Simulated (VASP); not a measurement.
A convergence study with VASP on BAs (zinc blende): one setting is varied, all else stays as given below, so the limit is that of these other settings.

```
AsB
1.0
    0.00000     2.39000     2.39000
    2.39000     0.00000     2.39000
    2.39000     2.39000     0.00000
B As
1 1
Cartesian
  0.00000   0.00000   0.00000
  1.19500   1.19500   1.19500
```

Computed with LDA (Ceperley-Alder, Perdew-Zunger), VASP's LDA PAW potentials (set 64) (plane waves; VASP 6.6.1). The tightest run used: 700 eV cut-off, 15×15×15 Monkhorst-Pack mesh, Gaussian smearing of 0.050 eV, potentials B As.

Question: The settings run are 1×1×1 mesh; 2×2×2 mesh; 3×3×3 mesh; 4×4×4 mesh; 5×5×5 mesh; 6×6×6 mesh; 7×7×7 mesh; 8×8×8 mesh; 9×9×9 mesh; 10×10×10 mesh; 11×11×11 mesh; 12×12×12 mesh; 13×13×13 mesh; 14×14×14 mesh; 15×15×15 mesh. From which on does the energy per atom stay within 0.005 eV/atom of the tightest run?

Answer: From 6×6×6 mesh on: it is off by 0.0000 there and by no more than 0.005 in any finer run, while 5×5×5 mesh is off by 0.0283.
```tsv
setting	E (eV/atom)	pressure (GPa)	irreducible k-points	difference judged (eV/atom)
1×1×1 mesh	4.8714	101.30	1	11.3322
2×2×2 mesh	-6.3879	-3.28	2	0.0730
3×3×3 mesh	-6.1401	-1.11	4	0.3208
4×4×4 mesh	-6.4603	-3.36	10	0.0006
5×5×5 mesh	-6.4326	-3.19	10	0.0283
6×6×6 mesh	-6.4609	-3.33	28	0.0000
7×7×7 mesh	-6.4574	-3.33	20	0.0035
8×8×8 mesh	-6.4609	-3.33	60	0.0000
9×9×9 mesh	-6.4604	-3.34	35	0.0005
10×10×10 mesh	-6.4609	-3.33	110	0.0000
11×11×11 mesh	-6.4608	-3.33	56	0.0001
12×12×12 mesh	-6.4609	-3.33	182	0.0000
13×13×13 mesh	-6.4608	-3.33	84	0.0000
14×14×14 mesh	-6.4609	-3.33	280	0.0000
15×15×15 mesh	-6.4609	-3.33	120	0.0000
```

Left out are rungs that failed or repeat a setting and relaxations that didn't move; long series are thinned to 24 rows.

The compound is BAs in the zinc blende structure. The cell was not relaxed at this level.
